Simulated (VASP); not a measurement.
Crystal: SiGe7.

```
CELL_PARAMETERS angstrom
5.62898 0.00000 0.00000
0.00000 -5.62898 0.00000
0.00000 0.00000 -5.62898
ATOMIC_POSITIONS crystal
Si 0.00000 0.50000 0.50000
Ge 0.50000 0.00000 0.50000
Ge 0.50000 0.50000 0.00000
Ge 0.00000 0.00000 0.00000
Ge 0.25000 0.25000 0.25000
Ge 0.75000 0.75000 0.25000
Ge 0.75000 0.25000 0.75000
Ge 0.25000 0.75000 0.75000
```

The cell was built by a generator and needn't be a form met in nature.

```yaml
Program: VASP 6.6.1
Task: relaxation of cell and atoms
Functional: PBEsol
Potentials_or_basis: VASP PAW PBE potentials, release 64 (Si, Ge_d)
Cutoff: 600 eV
k_mesh: 6 × 6 × 6
Occupations: gaussian, width 0.03 eV
Spin: no spin polarisation
```

At the start: pressure 0.4 GPa; volume 22.29 Å³/atom.

Task: Where does the relaxation end?

Result: Over 6 steps the energy falls by 3.1 meV/atom and the volume is 22.41 Å³/atom (+0.5 %); space group P-43m (No. 215, to 0.05 Å).

The path:
```
step  energy change (eV)  largest force (eV/Å)  pressure (GPa)  volume (Å³)
   1              0.0000                0.4068            0.43       178.36
   2             -0.0215                0.1280           -0.30       179.92
   3             -0.0225                0.0569           -0.39       180.32
   4             -0.0243                0.0153           -0.01       178.98
   5             -0.0244                0.0072            0.09       179.06
   6             -0.0244                0.0036            0.06       179.27
```

Final structure:
```xyz
8
Lattice="5.6386 0.0000 0.0000 0.0000 -5.6386 0.0000 0.0000 0.0000 -5.6386" Properties=species:S:1:pos:R:3 pbc="T T T"
Si    0.0000   -2.8193   -2.8193
Ge    2.8193    0.0000   -2.8193
Ge    2.8193   -2.8193    0.0000
Ge    0.0000    0.0000    0.0000
Ge    1.3932   -1.4261   -1.4261
Ge    4.2454   -4.2125   -1.4261
Ge    4.2454   -1.4261   -4.2125
Ge    1.3932   -4.2125   -4.2125
```

Caveat: the PAW data sets were made with another functional, which shifts forces and pressure a little.
